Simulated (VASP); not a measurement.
Set up this calculation in VASP 6.6.1, as the native input.

```yaml
Task: single point
Functional: optB86b-vdW
Potentials_or_basis: VASP PAW PBE potentials, release 64 (W_sv, N)
Cutoff: 400 eV
k_mesh: 5 × 6 × 1
Occupations: methfessel-paxton, width 0.1 eV
Spin: no spin polarisation
Further_INCAR_settings: LREAL = Auto; ALGO = Fast; EDIFF = 1e-06; ISYM = 0
```

The structure of W16N lies in POSCAR:

```
W16N
1.0
    6.3200000000      0.0000000000      0.0000000000
    3.1600000000      4.4689148571      0.0000000000
    0.0000000000      0.0000000000     23.2033722856
W N
16 1
Direct
    0.7500000000      0.5000000000      0.1077000000
    0.2500000000      0.5000000000      0.1077000000
    0.7500000000      0.0000000000      0.1077000000
    0.2500000000      0.0000000000      0.1077000000
    0.0000000000      0.0000000000      0.2040000000
    0.5000000000      0.0000000000      0.2040000000
    0.0000000000      0.5000000000      0.2040000000
    0.5000000000      0.5000000000      0.2040000000
    0.7507000000      0.5001000000      0.3018000000
    0.2497000000      0.4995000000      0.3017000000
    0.7510000000      0.9978000000      0.2989000000
    0.2497000000      0.0006000000      0.3004000000
    0.9980000000      0.0007000000      0.3971000000
    0.5020000000      0.9989000000      0.3972000000
    0.9974000000      0.5063000000      0.3961000000
    0.5068000000      0.4858000000      0.3932000000
    0.2116000000      0.0766000000      0.4446000000
```

The cell was built by a generator and needn't be a form met in nature.

One way to write it, as run:

INCAR

```
SYSTEM = W16N
PREC = Accurate ; ENCUT = 400
EDIFF = 1E-6 ; ISMEAR = 1
SIGMA = 0.1 ; LREAL = Auto
LASPH = .True. ; NELM = 60
ALGO = Fast ; ISIF = 2
LWAVE = .False. ; LCHARG = .False.
GGA = MK ; LUSE_VDW = .True.
AGGAC = 0.0 ; PARAM1 = 0.1234
PARAM2 = 1.0 ; ISYM = 0
```

KPOINTS

```
Automatic mesh
0
Gamma
  5 6 1
  0 0 0
```

Potentials or basis: VASP PAW PBE potentials, release 64 (W_sv, N).

Command:

```bash
$ cat potpaw_PBE.64/W_sv/POTCAR potpaw_PBE.64/N/POTCAR > POTCAR
$ mpirun -np 4 vasp_std > vasp.out
```

Results of the run:

```yaml
Largest_force: 0.693 eV/Å
Band_gap_on_the_k_mesh: none (metal or under the smearing width)
```

Caveat: the PAW data sets were made with another functional, which shifts forces and pressure a little.

It took 18 min on 4 MPI ranks on Intel(R) Xeon(R) Platinum 8488C (Sapphire Rapids), on a shared host, peak memory 0.67 GiB a rank.
